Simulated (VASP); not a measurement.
VASP input:

**KPOINTS**
```
Automatic mesh
0
Gamma
5 5 5
0 0 0
```

**INCAR**
```
! general
SYSTEM  = Tl2Au
PREC    = Accurate
ENCUT   = 300   ! plane-wave cut-off (eV)
LREAL   = .False.   ! projection in real space or not
LASPH   = .True.   ! aspherical one-centre terms

! electronic loop
EDIFF   = 1E-6   ! SCF stop (eV)
NELM    = 100   ! most electronic steps
ALGO    = Normal   ! blocked Davidson
LMAXMIX = 6   ! l cut-off of mixed one-centre charges

! smearing
ISMEAR  = 0   ! Gaussian
SIGMA   = 0.2   ! width (eV)

! functional
GGA     = PS

! ions
ISIF    = 2

! output
LWAVE   = .False.
LCHARG  = .False.
```

File POSCAR:
```
Tl2Au
1
   -3.6300000000     3.6300000000     2.8000000000
    3.6300000000    -3.6300000000     2.8000000000
    3.6300000000     3.6300000000    -2.8000000000
Au Tl
2 4
Direct
  0.2500000000   0.2500000000   0.0000000000
  0.7500000000   0.7500000000   0.0000000000
  0.6600000000   0.1600000000   0.8200000000
  0.1600000000   0.3400000000   0.5000000000
  0.3400000000   0.8400000000   0.1800000000
  0.8400000000   0.6600000000   0.5000000000
```

POTCAR, in this order: Au Tl_d (PBE.64 set). Program: vasp_std.

Write an equivalent input for Ansatz.

One equivalent input (not run):
Ansatz 0.2 input:
```yaml
crystal:
  lattice:
    - [-3.6300000, 3.6300000, 2.8000000]
    - [3.6300000, -3.6300000, 2.8000000]
    - [3.6300000, 3.6300000, -2.8000000]
  atoms:
    - { symbol: Au, position: [0.2500000, 0.2500000, 0.0000000] }
    - { symbol: Au, position: [0.7500000, 0.7500000, 0.0000000] }
    - { symbol: Tl, position: [0.6600000, 0.1600000, 0.8200000] }
    - { symbol: Tl, position: [0.1600000, 0.3400000, 0.5000000] }
    - { symbol: Tl, position: [0.3400000, 0.8400000, 0.1800000] }
    - { symbol: Tl, position: [0.8400000, 0.6600000, 0.5000000] }
kpoints:
  mp_grid: { grid: [5, 5, 5] }
hamiltonian:
  xc: pbesol
  pseudopotentials: { kind: paw }
scf:
  occupations: { method: gaussian, width: 0.2 }
  max_iter: 100
output: { forces: true, stress: true, eigenvalues: true }
```
What does not carry over: each code has its own PAW files, so the cut-off isn't converted (ENCUT is set for VASP's; basis.ecutwfc is left out, and Ansatz then takes the one that its files recommend); Ansatz stops its SCF on the density residual and VASP on the energy change (EDIFF).

The structure comes from a measured Tl2Au entry of the Crystallography Open Database, whose conditions weren't checked. The cell was not relaxed at this level. The run is one of a series of settings (GGA = PS, POTCAR Au Tl_d (PBE.64 set) against the base run), some of them coarse on purpose.
